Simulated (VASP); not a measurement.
Given:

```
TiBrO
1.0
    3.35773     0.00000     0.00000
    0.00000     4.05378     0.00000
    0.00000     0.00000     8.11048
Ti Br O
2 2 2
Direct
  0.00000   0.50000   0.93079
  0.50000   0.00000   0.06921
  0.50000   0.50000   0.68798
  0.00000   0.00000   0.31202
  0.00000   0.00000   0.93470
  0.50000   0.50000   0.06530
```

Level of theory: PBEsol GGA, VASP's PBE PAW potentials (set 64) (plane waves; VASP). Run with 520 eV cut-off, Gaussian smearing of 0.050 eV, potentials Ti_sv Br O.

Give the energies of bands 16 to 29 at the high-symmetry points, in eV from the Fermi level.

```csv
band,Γ,X,S,Y,Z,U,R,T
16,-6.19,-6.04,-6.60,-6.92,-6.14,-6.04,-6.59,-6.86
17,-6.14,-5.96,-5.90,-6.73,-6.14,-5.88,-5.88,-6.73
18,-5.00,-5.96,-5.90,-6.73,-5.01,-5.88,-5.88,-6.73
19,-4.67,-4.50,-5.18,-3.84,-3.85,-4.63,-5.22,-4.53
20,-3.09,-4.50,-5.18,-3.84,-3.85,-4.63,-5.22,-4.53
21,-2.94,-3.99,-4.00,-3.71,-3.11,-3.90,-4.03,-3.00
22,-2.87,-3.99,-4.00,-3.71,-2.82,-3.90,-4.03,-3.00
23,-2.50,-2.58,-3.17,-2.28,-2.39,-2.59,-3.14,-2.28
24,-2.03,-2.58,-3.17,-2.28,-2.16,-2.59,-3.14,-2.28
25,-1.32,-0.91,0.42,0.43,-1.32,-0.89,0.49,0.43
26,-0.02,-0.91,0.42,0.43,-0.01,-0.89,0.49,0.43
27,0.43,0.56,0.96,0.95,0.48,0.46,0.93,0.95
28,0.64,0.56,0.96,0.95,0.53,0.46,0.93,0.95
29,0.84,1.63,1.41,1.40,0.88,1.61,1.37,1.39
```

It has no gap at this level: it comes out as a metal or semimetal.

The structure comes from a computed database's TiBrO entry (Pmmn); how it stands against other phases isn't given here. It was relaxed first.
